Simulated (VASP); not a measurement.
# AlIF₂: harmonic vibrations of a molecule

AlIF₂, molecule in box, 4 atoms in the cell. PBE, harmonic vibrations; PAW potentials F, Al, I (PBE set).

## Input

INCAR.step1:
```
SYSTEM = AlIF2
ALGO     = Normal         ! electronic algorithm
EDIFF    = 1E-8           ! SCF threshold, eV
EDIFFG   = -0.002         ! ionic threshold
ENCUT    = 400            ! plane-wave cutoff, eV
IBRION   = 2              ! ionic algorithm
ISIF     = 2              ! what is computed and relaxed
ISMEAR   = 0              ! smearing method
ISYM     = 0            
LASPH    = .TRUE.         ! aspherical terms in the spheres
LCHARG   = .FALSE.        ! write CHGCAR
LREAL    = .FALSE.        ! projectors in reciprocal space
LWAVE    = .FALSE.        ! write WAVECAR
NELM     = 100            ! most SCF steps
NSW      = 60             ! ionic steps
POTIM    = 0.5            ! step
PREC     = Accurate       ! precision mode
SIGMA    = 0.01           ! smearing width, eV
```

INCAR.step2, as INCAR.step1 but for:
```
- EDIFFG = -0.002
- IBRION = 2
- ISIF = 2
- NSW = 60
- POTIM = 0.5
+ IBRION = 5
+ NFREE = 2
+ NSW = 1
+ POTIM = 0.015
```

KPOINTS:
```
k-points
0
Gamma
  1 1 1
```

POSCAR.step1:
```
AlIF2
1.0
   12.0000000000      0.0000000000      0.0000000000
    0.0000000000     12.0000000000      0.0000000000
    0.0000000000      0.0000000000     12.0000000000
F Al I
2 1 1
Direct
    0.6113416700      0.5773375000      0.5991041700
    0.5422000000      0.3817291700      0.4910291700
    0.5291916700      0.5159291700      0.5096291700
    0.3908250000      0.6217708300      0.4065625000
```

Commands (each step's output is kept before the next begins):
```
cat potpaw_PBE.64/F/POTCAR potpaw_PBE.64/Al/POTCAR potpaw_PBE.64/I/POTCAR > POTCAR
cp INCAR.step1 INCAR
cp POSCAR.step1 POSCAR
mpirun -np 4 vasp_gam > vasp.out
cp CONTCAR POSCAR
cp INCAR.step2 INCAR
mpirun -np 4 vasp_gam > vasp.out
```

## Result

- Vibrations (cm⁻¹; a negative value is imaginary): 900, 772, 352, 229, 191, 141
- Zero-point energy (eV): 0.160
- Translations and rotations, which should read zero (cm⁻¹): -18, -5, -2, 2, 6, 22
- Vibrational entropy at 298 K (meV/K): 0.365
- Displaced cells: 24
- Ionic steps, all stages: 41
- Electronic steps, all stages: 686

VASP 6.6.1 took 1243 s on 4 cores (Intel Xeon Platinum 8375C @ 2.90GHz (Ice Lake)), a shared host.
